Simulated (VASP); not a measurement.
Computed with PBEsol GGA, VASP's PBE PAW potentials (set 64) (plane waves; VASP 6.6.1).

The input files of a VASP run:

### POSCAR
```
Al3Sc
1.0
  4.0713320491   0.0000000000   0.0000000000
  0.0000000000   4.0713320491   0.0000000000
  0.0000000000   0.0000000000   4.0713320491
Sc Al
1 3
Cart
  0.0000000000   0.0000000000   0.0000000000
  0.0000000000   2.0356660245   2.0356660245
  2.0356660245   0.0000000000   2.0356660245
  2.0356660245   2.0356660245   0.0000000000
```

INCAR:
```
ALGO=Fast
EDIFF=1E-5
EDIFFG=-0.03
ENCUT=400
GGA=PS
IBRION=2
ISIF=2
ISMEAR=1
LASPH=.True.
LCHARG=.False.
LMAXMIX=4
LREAL=.False.
LWAVE=.False.
NELM=100
NELMIN=4
NSW=20
PREC=Normal
SIGMA=0.1
SYSTEM=Al3Sc
```

File KPOINTS:
```
kpoints
0
gamma
 10 10 10
```

POTCAR, in this order: Sc_sv Al (PBE.64 set). Program: vasp_std.

The resulting files:

OSZICAR:
```
       N       E                     dE             d eps       ncg     rms          rms(c)
DAV:   1     0.992434908027E+02    0.99243E+02   -0.73547E+03  1568   0.106E+03
DAV:   2    -0.151881953116E+02   -0.11443E+03   -0.11261E+03  1622   0.342E+02
DAV:   3    -0.216979765966E+02   -0.65098E+01   -0.62024E+01  2488   0.653E+01
DAV:   4    -0.218054546461E+02   -0.10748E+00   -0.10723E+00  2204   0.848E+00
DAV:   5    -0.218080170933E+02   -0.25624E-02   -0.25620E-02  2290   0.127E+00    0.944E+00
RMM:   6    -0.206272857715E+02    0.11807E+01   -0.23630E+00  1639   0.224E+01    0.278E+00
RMM:   7    -0.209590960332E+02   -0.33181E+00   -0.58678E+00  1878   0.134E+01    0.200E+00
RMM:   8    -0.208336196900E+02    0.12548E+00   -0.29858E-01  1682   0.741E+00    0.198E+00
RMM:   9    -0.207660489716E+02    0.67571E-01   -0.32099E-01  1749   0.398E+00    0.118E+00
RMM:  10    -0.207730824266E+02   -0.70335E-02   -0.36453E-01  1854   0.488E+00    0.620E-01
RMM:  11    -0.207604709641E+02    0.12611E-01   -0.51992E-02  1689   0.298E+00    0.124E-01
RMM:  12    -0.207637196657E+02   -0.32487E-02   -0.30627E-02  1735   0.103E+00    0.334E-01
RMM:  13    -0.207619851100E+02    0.17346E-02   -0.81193E-03  1723   0.105E+00    0.119E-01
RMM:  14    -0.207622027588E+02   -0.21765E-03   -0.23281E-03  1778   0.344E-01    0.591E-02
RMM:  15    -0.207620428947E+02    0.15986E-03   -0.36549E-04  1664   0.245E-01    0.188E-02
RMM:  16    -0.207620503788E+02   -0.74841E-05   -0.16006E-04  1402   0.104E-01    0.203E-02
RMM:  17    -0.207620571950E+02   -0.68162E-05   -0.26069E-05  1092   0.759E-02
   1 F= -.20762057E+02 E0= -.20762295E+02  d E =-.207621E+02
```

### OUTCAR
```
------------------------ aborting loop because EDIFF is reached ----------------------------------------
  FORCE on cell =-STRESS in cart. coord.  units (eV):
  Direction    XX          YY          ZZ          XY          YZ          ZX
  --------------------------------------------------------------------------------------
  Total       -0.0183849     -0.0183849     -0.0183849      0.0000000     -0.0000000     -0.0000000
  in kB       -0.4364784     -0.4364784     -0.4364784      0.0000000     -0.0000000     -0.0000000
  external PRESSURE =      -0.4364784 kB  Pullay stress =       0.0000000 kB
  volume of cell :       67.49
      direct lattice vectors                 reciprocal lattice vectors
     4.071332049  0.000000000  0.000000000     0.245619858  0.000000000  0.000000000
     0.000000000  4.071332049  0.000000000     0.000000000  0.245619858  0.000000000
     0.000000000  0.000000000  4.071332049     0.000000000  0.000000000  0.245619858
 POSITION                                       TOTAL-FORCE (eV/Angst)
 -----------------------------------------------------------------------------------
      0.00000      0.00000      0.00000         0.000000      0.000000      0.000000
      0.00000      2.03567      2.03567         0.000000      0.000000      0.000000
      2.03567      0.00000      2.03567         0.000000      0.000000      0.000000
      2.03567      2.03567      0.00000         0.000000      0.000000      0.000000
 -----------------------------------------------------------------------------------
    total drift:                               -0.000000     -0.000000     -0.000000
  FREE ENERGIE OF THE ION-ELECTRON SYSTEM (eV)
  ---------------------------------------------------
  free  energy   TOTEN  =       -20.7620571950 eV

  energy  without entropy=      -20.7627717669  energy(sigma->0) =      -20.76229539

 reached required accuracy - stopping structural energy minimisation
```
(Selected blocks of OUTCAR.)

The compound is Al3Sc in the L1_2 structure. It was relaxed first.
